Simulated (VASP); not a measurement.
These are PBEsol GGA, VASP's PBE PAW potentials (set 64) (plane waves; VASP) values and carry that method's errors.

VASP ran on this input.

**KPOINTS**
```
K-points
0
G
7 7 7
0 0 0
```

INCAR:
```
SYSTEM = Sb
PREC = Accurate
ENCUT = 530
EDIFF = 1E-7
NELM = 100
ALGO = Normal
LREAL = .FALSE.
LASPH = .TRUE.
ISMEAR = 0
SIGMA = 0.05
GGA = PS
LMAXMIX = 4
LWAVE = .FALSE.
LCHARG = .FALSE.
IBRION = 6
ISIF = 3
NFREE = 2
POTIM = 0.015
NSW = 1
```

POSCAR:
```
Sb
1
    3.8948953511    -2.1661333619    -0.0274532492
    3.8948953511     2.1661333619    -0.0274532492
    2.7153105975     0.0000000000     3.5341454492
Sb
2
Direct
  0.2355449377   0.2355449377   0.2355449377
  0.7644550623   0.7644550623   0.7644550623
```

POTCAR, in this order: Sb (PBE.64 set). Program: vasp_std.

What VASP printed:

OUTCAR:
```
 ion  position               nearest neighbor table
   1  0.236  0.236  0.236-   2 2.93   2 2.93   2 2.93   2 3.31   2 3.31   2 3.31
   2  0.764  0.764  0.764-   1 2.93   1 2.93   1 2.93   1 3.31   1 3.31   1 3.31
  LATTYP: Found a trigonal (rhomboedric) cell.
 ALAT       =     4.4568034754
 COS(alpha) =     0.5275525329
 Subroutine PRICEL returns:
 Original cell was already a primitive cell.
 Subroutine GETGRP returns: Found 12 space group operations
The static configuration has the point symmetry D_3d.
The dynamic configuration has the point symmetry D_3d.
 Subroutine INISYM returns: Found 12 space group operations
 Subroutine IBZKPT returns following result:
 Found     44 irreducible k-points:

 Following reciprocal coordinates:
            Coordinates               Weight
  0.000000  0.000000  0.000000      1.000000
  0.142857  0.000000  0.000000      6.000000
  0.285714  0.000000 -0.000000      6.000000
  0.428571 -0.000000  0.000000      6.000000
  0.142857  0.142857  0.000000      6.000000
  0.285714  0.142857  0.000000     12.000000
  0.428571  0.142857 -0.000000     12.000000
 -0.428571  0.142857  0.000000     12.000000
 -0.285714  0.142857 -0.000000     12.000000
 -0.142857  0.142857  0.000000      6.000000
  0.285714  0.285714 -0.000000      6.000000
  0.428571  0.285714 -0.000000     12.000000
 -0.428571  0.285714  0.000000     12.000000
 -0.285714  0.285714  0.000000      6.000000
  0.428571  0.428571  0.000000      6.000000
 -0.428571  0.428571  0.000000      6.000000
  0.142857  0.142857  0.142857      2.000000
  0.285714  0.142857  0.142857      6.000000
  0.428571  0.142857  0.142857      6.000000
 -0.428571  0.142857  0.142857      6.000000
 -0.285714  0.142857  0.142857      6.000000
 -0.142857  0.142857  0.142857      6.000000
  0.285714  0.285714  0.142857      6.000000
  0.428571  0.285714  0.142857     12.000000
 -0.428571  0.285714  0.142857     12.000000
 -0.285714  0.285714  0.142857     12.000000
 -0.142857  0.285714  0.142857     12.000000
  0.428571  0.428571  0.142857      6.000000
 -0.428571  0.428571  0.142857     12.000000
 -0.285714  0.428571  0.142857     12.000000
 -0.142857  0.428571  0.142857     12.000000
 -0.428571 -0.428571  0.142857      6.000000
 -0.285714 -0.428571  0.142857     12.000000
 -0.285714 -0.285714  0.142857      6.000000
  0.285714  0.285714  0.285714      2.000000
  0.428571  0.285714  0.285714      6.000000
 -0.428571  0.285714  0.285714      6.000000
 -0.285714  0.285714  0.285714      6.000000
  0.428571  0.428571  0.285714      6.000000
 -0.428571  0.428571  0.285714     12.000000
 Subroutine IBZKPT_HF returns following result:
   k-points           NKPTS =     44   k-points in BZ     NKDIM =     44   number of bands    NBANDS=      9
   number of dos      NEDOS =    301   number of ions     NIONS =      2
   total plane-waves  NPLWV =  46656
   dimension x,y,z NGX =    36 NGY =   36 NGZ =   36
   dimension x,y,z NGXF=    72 NGYF=   72 NGZF=   72
   ions per type =               2
   PREC   = accura    normal or accurate (medium, high low for compatibility)
   ISTART =      0    job   : 0-new  1-cont  2-samecut
   ICHARG =      2    charge: 1-file 2-atom 10-const
   ISPIN  =      1    spin polarized calculation?
   LNONCOLLINEAR =      F non collinear calculations
   LSORBIT =      F    spin-orbit coupling
   INIWAV =      1    electr: 0-lowe 1-rand  2-diag
   ENCUT  =  530.0 eV  38.95 Ry    6.24 a.u.   8.37  8.37  8.37*2*pi/ulx,y,z
   NELM   =    100;   NELMIN=  2; NELMDL= -5     # of ELM steps
   EDIFF  = 0.1E-06   stopping-criterion for ELM
   LREAL  =      F    real-space projection
...
```

### OSZICAR
```
...
DAV:   1    -0.914526874079E+01   -0.13360E-01   -0.59842E-01  1916   0.424E+00    0.514E-01
DAV:   2    -0.913735335625E+01    0.79154E-02   -0.13913E-02  1853   0.902E-01    0.301E-01
DAV:   3    -0.913272431131E+01    0.46290E-02   -0.10630E-02  1892   0.549E-01    0.911E-02
DAV:   4    -0.913272104296E+01    0.32683E-05   -0.14168E-04  2000   0.999E-02    0.668E-02
DAV:   5    -0.913270982914E+01    0.11214E-04   -0.82374E-06  2128   0.247E-02    0.571E-03
DAV:   6    -0.913270971888E+01    0.11025E-06   -0.73337E-07  1999   0.568E-03    0.347E-03
DAV:   7    -0.913270974845E+01   -0.29565E-07   -0.27295E-08   964   0.138E-03
   6 F= -.91327097E+01 E0= -.91327097E+01  d E =-.234539E-07
       N       E                     dE             d eps       ncg     rms          rms(c)
DAV:   1    -0.914489582556E+01   -0.12186E-01   -0.61707E-01  1964   0.447E+00    0.571E-01
DAV:   2    -0.913740257412E+01    0.74933E-02   -0.13493E-02  1858   0.876E-01    0.320E-01
DAV:   3    -0.913305112360E+01    0.43515E-02   -0.10066E-02  1945   0.538E-01    0.983E-02
DAV:   4    -0.913303896511E+01    0.12158E-04   -0.14803E-04  1956   0.102E-01    0.575E-02
DAV:   5    -0.913302916023E+01    0.98049E-05   -0.17948E-05  2208   0.318E-02    0.243E-03
DAV:   6    -0.913302857421E+01    0.58602E-06   -0.13219E-06  1975   0.852E-03    0.303E-03
DAV:   7    -0.913302831932E+01    0.25490E-06   -0.13618E-07   987   0.253E-03    0.361E-04
DAV:   8    -0.913302829831E+01    0.21004E-07   -0.15409E-08   910   0.109E-03
   7 F= -.91330283E+01 E0= -.91330267E+01  d E =-.322751E-05
       N       E                     dE             d eps       ncg     rms          rms(c)
DAV:   1    -0.913924965550E+01   -0.62213E-02   -0.31134E-01  3342   0.314E+00    0.323E-01
DAV:   2    -0.913668118938E+01    0.25685E-02   -0.91176E-03  3225   0.701E-01    0.191E-01
DAV:   3    -0.913497690542E+01    0.17043E-02   -0.43103E-03  3345   0.362E-01    0.475E-02
DAV:   4    -0.913497907544E+01   -0.21700E-05   -0.10875E-04  3494   0.808E-02    0.337E-02
DAV:   5    -0.913497709540E+01    0.19800E-05   -0.61263E-06  3697   0.194E-02    0.299E-03
DAV:   6    -0.913497723180E+01   -0.13640E-06   -0.49183E-07  3364   0.504E-03    0.101E-03
DAV:   7    -0.913497733684E+01   -0.10504E-06   -0.67844E-08  1602   0.174E-03    0.328E-04
DAV:   8    -0.913497735299E+01   -0.16156E-07   -0.86278E-09  1568   0.751E-04
   8 F= -.91349774E+01 E0= -.91349773E+01  d E =-.622619E-07
       N       E                     dE             d eps       ncg     rms          rms(c)
DAV:   1    -0.914106678027E+01   -0.60894E-02   -0.26715E-01  3414   0.283E+00    0.341E-01
DAV:   2    -0.913710703269E+01    0.39597E-02   -0.92421E-03  3199   0.690E-01    0.192E-01
DAV:   3    -0.913494877128E+01    0.21583E-02   -0.62196E-03  3315   0.446E-01    0.267E-02
DAV:   4    -0.913497605141E+01   -0.27280E-04   -0.30908E-04  3400   0.131E-01    0.142E-02
DAV:   5    -0.913497725545E+01   -0.12040E-05   -0.35977E-06  3996   0.176E-02    0.520E-03
DAV:   6    -0.913497735779E+01   -0.10234E-06   -0.94743E-07  3278   0.636E-03    0.733E-04
DAV:   7    -0.913497736487E+01   -0.70878E-08   -0.63813E-08  1608   0.188E-03
   9 F= -.91349774E+01 E0= -.91349773E+01  d E =-.622296E-07
       N       E                     dE             d eps       ncg     rms          rms(c)
DAV:   1    -0.914210823958E+01   -0.71309E-02   -0.29925E-01  3293   0.317E+00    0.347E-01
DAV:   2    -0.913692841181E+01    0.51798E-02   -0.11831E-02  3232   0.802E-01    0.190E-01
DAV:   3    -0.913402154641E+01    0.29069E-02   -0.81038E-03  3243   0.522E-01    0.275E-02
DAV:   4    -0.913406282757E+01   -0.41281E-04   -0.45049E-04  3433   0.156E-01    0.119E-02
DAV:   5    -0.913406350309E+01   -0.67551E-06   -0.44386E-06  3869   0.192E-02    0.382E-03
DAV:   6    -0.913406337225E+01    0.13083E-06   -0.11457E-06  3241   0.681E-03    0.185E-03
DAV:   7    -0.913406336733E+01    0.49192E-08   -0.10860E-07  1663   0.246E-03
  10 F= -.91340634E+01 E0= -.91340629E+01  d E =-.986780E-06
       N       E                     dE             d eps       ncg     rms          rms(c)
DAV:   1    -0.914510652923E+01   -0.11043E-01   -0.35519E-01  3377   0.331E+00    0.418E-01
DAV:   2    -0.913796366170E+01    0.71429E-02   -0.15612E-02  3190   0.899E-01    0.232E-01
DAV:   3    -0.913400668334E+01    0.39570E-02   -0.11509E-02  3296   0.635E-01    0.342E-02
DAV:   4    -0.913406319461E+01   -0.56511E-04   -0.70766E-04  3333   0.195E-01    0.154E-02
DAV:   5    -0.913406367072E+01   -0.47611E-06   -0.13268E-05  3802   0.292E-02    0.410E-03
DAV:   6    -0.913406335709E+01    0.31363E-06   -0.19935E-06  3235   0.909E-03    0.152E-03
DAV:   7    -0.913406336372E+01   -0.66333E-08   -0.23210E-07  2122   0.339E-03
  11 F= -.91340634E+01 E0= -.91340629E+01  d E =-.986487E-06
       N       E                     dE             d eps       ncg     rms          rms(c)
DAV:   1    -0.913942013467E+01   -0.53568E-02   -0.30728E-01  1962   0.317E+00    0.267E-01
DAV:   2    -0.913654405505E+01    0.28761E-02   -0.11089E-02  1922   0.775E-01    0.159E-01
DAV:   3    -0.913401280290E+01    0.25313E-02   -0.58406E-03  1870   0.450E-01    0.276E-02
DAV:   4    -0.913400202876E+01    0.10774E-04   -0.39415E-04  1974   0.141E-01    0.154E-02
DAV:   5    -0.913396196962E+01    0.40059E-04   -0.62094E-05  1916   0.499E-02    0.264E-03
DAV:   6    -0.913396087103E+01    0.10986E-05   -0.68597E-06  2051   0.176E-02    0.124E-03
DAV:   7    -0.913396052247E+01    0.34856E-06   -0.18624E-07  1334   0.329E-03    0.347E-04
DAV:   8    -0.913396045664E+01    0.65828E-07   -0.24893E-08   917   0.127E-03
  12 F= -.91339605E+01 E0= -.91339604E+01  d E =-.797717E-07
       N       E                     dE             d eps       ncg     rms          rms(c)
DAV:   1    -0.914595910962E+01   -0.11999E-01   -0.42899E-01  1938   0.371E+00    0.428E-01
DAV:   2    -0.913828431558E+01    0.76748E-02   -0.17687E-02  1892   0.971E-01    0.239E-01
DAV:   3    -0.913399839623E+01    0.42859E-02   -0.12508E-02  1929   0.641E-01    0.341E-02
DAV:   4    -0.913405330190E+01   -0.54906E-04   -0.69318E-04  1948   0.193E-01    0.166E-02
DAV:   5    -0.913405399375E+01   -0.69184E-06   -0.10931E-05  2258   0.273E-02    0.573E-03
DAV:   6    -0.913405384874E+01    0.14501E-06   -0.22640E-06  1940   0.960E-03    0.145E-03
DAV:   7    -0.913405385096E+01   -0.22195E-08   -0.25500E-07  1562   0.358E-03
  13 F= -.91340539E+01 E0= -.91340538E+01  d E =-.430711E-07
       N       E                     dE             d eps       ncg     rms          rms(c)
DAV:   1    -0.913921635229E+01   -0.51625E-02   -0.17474E-01  1946   0.261E+00    0.219E-01
DAV:   2    -0.913733200027E+01    0.18844E-02   -0.65474E-03  1943   0.606E-01    0.119E-01
DAV:   3    -0.913627074882E+01    0.10613E-02   -0.28430E-03  1938   0.311E-01    0.157E-02
DAV:   4    -0.913628966007E+01   -0.18911E-04   -0.20281E-04  1950   0.100E-01    0.113E-02
DAV:   5    -0.913628964205E+01    0.18016E-07   -0.22337E-06  2269   0.137E-02    0.828E-03
DAV:   6    -0.913628960659E+01    0.35464E-07   -0.80453E-07  1932   0.626E-03
  14 F= -.91362896E+01 E0= -.91362896E+01  d E =-.208965E-07
       N       E                     dE             d eps       ncg     rms          rms(c)
DAV:   1    -0.913591806547E+01    0.37158E-03   -0.21983E-01  1876   0.303E+00    0.988E-02
DAV:   2    -0.913636376594E+01   -0.44570E-03   -0.54679E-03  2041   0.615E-01    0.352E-02
DAV:   3    -0.913635261660E+01    0.11149E-04   -0.73565E-05  2212   0.738E-02    0.161E-02
DAV:   4    -0.913635231814E+01    0.29846E-06   -0.98358E-06  2138   0.203E-02    0.428E-03
DAV:   5    -0.913635246461E+01   -0.14647E-06   -0.74265E-07  1973   0.626E-03    0.645E-04
DAV:   6    -0.913635245454E+01    0.10068E-07   -0.39231E-08   960   0.156E-03
  15 F= -.91363525E+01 E0= -.91363525E+01  d E =-.462223E-08
```

OUTCAR:
```
------------------------ aborting loop because EDIFF is reached ----------------------------------------
  FORCE on cell =-STRESS in cart. coord.  units (eV):
  Direction    XX          YY          ZZ          XY          YZ          ZX
  --------------------------------------------------------------------------------------
  Total        0.0758355      0.0331334      0.0368759      0.0000000      0.0000000     -0.0112626
  in kB        2.0264803      0.8853925      0.9854006      0.0000000      0.0000000     -0.3009605
  external PRESSURE =       1.2990912 kB  Pullay stress =       0.0000000 kB
  volume of cell :       59.96
      direct lattice vectors                 reciprocal lattice vectors
     3.894895351 -2.166133362 -0.027453249     0.127681702 -0.230826046 -0.098098815
     3.894895351  2.166133362 -0.027453249     0.127681702  0.230826046 -0.098098815
     2.715310597  0.000000000  3.534145449     0.001983663  0.000000000  0.281429769
 POSITION                                       TOTAL-FORCE (eV/Angst)
 -----------------------------------------------------------------------------------
      2.45942      0.00000      0.81952         0.064475      0.000000      0.010186
      8.03068      0.00000      2.65972        -0.064475      0.000000     -0.010186
 -----------------------------------------------------------------------------------
    total drift:                                0.000107     -0.000000      0.000006
  FREE ENERGIE OF THE ION-ELECTRON SYSTEM (eV)
  ---------------------------------------------------
  free  energy   TOTEN  =        -9.1363524545 eV

  energy  without entropy=       -9.1363524499  energy(sigma->0) =       -9.13635245

   1 f  =    4.288485 THz    26.945346 2PiTHz  143.048462 cm-1    17.735741 meV
             X         Y         Z           dx          dy          dz
      2.474423  0.000000  0.819517     0.671250   -0.000000    0.222315
      8.030678  0.000000  2.659722    -0.671250    0.000000   -0.222315

   2 f  =    2.816546 THz    17.696882 2PiTHz   93.949872 cm-1    11.648294 meV
             X         Y         Z           dx          dy          dz
      2.474423  0.000000  0.819517     0.222315   -0.000000   -0.671250
      8.030678  0.000000  2.659722    -0.222315    0.000000    0.671250

   3 f  =    2.816546 THz    17.696880 2PiTHz   93.949858 cm-1    11.648293 meV
             X         Y         Z           dx          dy          dz
      2.474423  0.000000  0.819517    -0.000000   -0.707107    0.000000
      8.030678  0.000000  2.659722     0.000000    0.707107   -0.000000

   4 f  =    0.000000 THz     0.000000 2PiTHz    0.000002 cm-1     0.000000 meV
             X         Y         Z           dx          dy          dz
      2.474423  0.000000  0.819517    -0.579754    0.024707   -0.404074
      8.030678  0.000000  2.659722    -0.579754    0.024707   -0.404074

   5 f/i=    0.000000 THz     0.000000 2PiTHz    0.000000 cm-1     0.000000 meV
             X         Y         Z           dx          dy          dz
      2.474423  0.000000  0.819517     0.353788   -0.312139   -0.526691
      8.030678  0.000000  2.659722     0.353788   -0.312139   -0.526691

   6 f/i=    0.000000 THz     0.000000 2PiTHz    0.000001 cm-1     0.000000 meV
             X         Y         Z           dx          dy          dz
      2.474423  0.000000  0.819517    -0.196774   -0.634002    0.243559
      8.030678  0.000000  2.659722    -0.196774   -0.634002    0.243559

 ELASTIC MODULI CONTR FROM IONIC RELAXATION (kBar)
 Direction    XX          YY          ZZ          XY          YZ          ZX
 --------------------------------------------------------------------------------
 XX        -274.6618    -74.2275    -79.0829     -0.0000     -0.0000    107.1727
 YY         -74.2275    -97.4777   -103.2687     -0.0000     -0.0000    -76.8101
 ZZ         -79.0829   -103.2687   -109.4047     -0.0000     -0.0000    -81.0348
 XY          -0.0000     -0.0000     -0.0000   -167.6066   -118.6943     -0.0000
 YZ          -0.0000     -0.0000     -0.0000   -118.6943    -84.0559     -0.0000
 ZX         107.1727    -76.8101    -81.0348     -0.0000     -0.0000   -186.3341
 --------------------------------------------------------------------------------

 TOTAL ELASTIC MODULI (kBar)
 Direction    XX          YY          ZZ          XY          YZ          ZX
 --------------------------------------------------------------------------------
 XX         725.6104    148.7140    367.4250     -0.0000     -0.0000   -203.0955
 YY         148.7140   1087.0480    393.4035     -0.0000     -0.0000    213.6139
 ZZ         367.4250    393.4035    825.8417     -0.0000     -0.0000   -138.8294
 XY          -0.0000     -0.0000     -0.0000    266.7971    192.7883     -0.0000
 YZ          -0.0000     -0.0000     -0.0000    192.7883    567.4695     -0.0000
 ZX        -203.0955    213.6139   -138.8294     -0.0000     -0.0000    478.6108
 --------------------------------------------------------------------------------
```
(Selected blocks of OUTCAR.)

Tensors are in the Cartesian frame of the cell as typed. Finite-difference elastic constants of metals are sensitive to mesh and smearing; shear constants can be off by tens of GPa.

The compound is Sb in the a7 structure. It was relaxed first.
